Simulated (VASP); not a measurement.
An input for Ansatz (written as the equivalent of a VASP run, and not itself run):

Ansatz 0.2 input:
```yaml
crystal:
  lattice:
    - [-2.3146470, 2.3146470, 8.0876560]
    - [2.3146470, -2.3146470, 8.0876560]
    - [2.3146470, 2.3146470, -8.0876560]
  atoms:
    - { symbol: Ca, position: [0.5000000, 0.0000000, 0.5000000] }
    - { symbol: Ca, position: [0.0000000, 0.5000000, 0.5000000] }
    - { symbol: Ca, position: [0.3332000, 0.3332000, 0.0000000] }
    - { symbol: Ca, position: [0.6668000, 0.6668000, 0.0000000] }
    - { symbol: O, position: [0.5000000, 0.5000000, 0.0000000] }
    - { symbol: Sb, position: [0.1387000, 0.1387000, 0.0000000] }
    - { symbol: Sb, position: [0.8613000, 0.8613000, 0.0000000] }
kpoints:
  mp_grid: { grid: [4, 4, 4] }
hamiltonian:
  xc: lda
  pseudopotentials: { kind: paw }
scf:
  occupations: { method: fermi_dirac, width: 0.1 }
  max_iter: 100
output: { forces: true, stress: true, eigenvalues: true }
```

### Question
Translate this input to VASP (INCAR, KPOINTS, POSCAR, choice of POTCAR).

### Answer
This is not unique; one that fits is 
**KPOINTS**
```
Automatic mesh
0
gamma
 4 4 4
```

INCAR:
```
ISIF = 2
ENCUT = 400
PREC = Accurate
LMAXMIX = 4
LREAL = .False.   # projection in real space or not
EDIFF = 1E-6
LCHARG = .False.
SIGMA = 0.1
LASPH = .True.
NELM = 100   # most electronic steps
ALGO = Normal   # blocked Davidson
LWAVE = .False.
ISMEAR = -1   # Fermi-Dirac
SYSTEM = Ca4Sb2O
```

### POSCAR
```
Ca4Sb2O
1
   -2.3146470000     2.3146470000     8.0876560000
    2.3146470000    -2.3146470000     8.0876560000
    2.3146470000     2.3146470000    -8.0876560000
Ca O Sb
4 1 2
Direct
  0.5000000000   0.0000000000   0.5000000000
  0.0000000000   0.5000000000   0.5000000000
  0.3332000000   0.3332000000   0.0000000000
  0.6668000000   0.6668000000   0.0000000000
  0.5000000000   0.5000000000   0.0000000000
  0.1387000000   0.1387000000   0.0000000000
  0.8613000000   0.8613000000   0.0000000000
```

POTCAR, in this order: Ca_sv O Sb (LDA.64 set). Program: vasp_std.

Limits of the translation: each code has its own PAW files, so the cut-off isn't converted (ENCUT is set for VASP's; basis.ecutwfc is left out, and Ansatz then takes the one that its files recommend); Ansatz stops its SCF on the density residual and VASP on the energy change (EDIFF); Ansatz's lda is the Perdew-Wang form, while the LDA potentials of VASP carry Perdew-Zunger's.

The structure comes from a measured Ca4Sb2O entry of the Crystallography Open Database, whose conditions weren't checked. The cell was not relaxed at this level. The k-mesh is coarse (spacing up to 0.48 per Å, 2π included), so the numbers may not be converged in it.
